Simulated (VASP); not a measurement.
# TeS2 under changes of volume

One of the cells (23.933 Å³/atom); the others are scaled copies at fixed shape and fractional positions:

```xyz
3
Lattice="0.0000 3.2989 3.2989 3.2989 0.0000 3.2989 3.2989 3.2989 0.0000" Properties=species:S:1:pos:R:3 pbc="T T T"
Te    0.0000    0.0000    0.0000
S     4.9483    4.9483    4.9483
S     1.6494    1.6494    1.6494
```

The cell was built by a generator and needn't be a form met in nature.

```yaml
Program: VASP 6.6.1
Functional: PBE
Potentials_or_basis: VASP PAW PBE potentials, release 64 (Te, S)
Cutoff: 520 eV
k_mesh: 7 × 7 × 7
Occupations: fermi-dirac, width 0.05 eV
Spin: no spin polarisation
```

| volume (Å³/atom) | energy over the lowest point (meV/atom) | pressure (GPa) |
| --- | --- | --- |
| 22.056 | 17.17 | 4.5 |
| 22.525 | ? | ? |
| 22.994 | 0.00 | 1.3 |
| 23.933 | 0.01 | -1.3 |
| 24.402 | 5.48 | -2.5 |
| 24.872 | 14.09 | -3.5 |

**Question.** What does the run at 22.525 Å³/atom give?

**Answer.** Energy over the lowest point 6.26 meV/atom; pressure 2.9 GPa.

Worked out: A Birch-Murnaghan fit of order 3 (a polynomial in V^(-2/3)) to the other rows has its minimum at 23.45 Å³/atom with B0 = V·E''(V) = 66 GPa and B' = 4.1. It gives 6.21 meV/atom at 22.525 Å³/atom, against the run's 6.26, and -dE/dV = 2.9 GPa, against 2.9.

Energies are extrapolated to zero smearing.
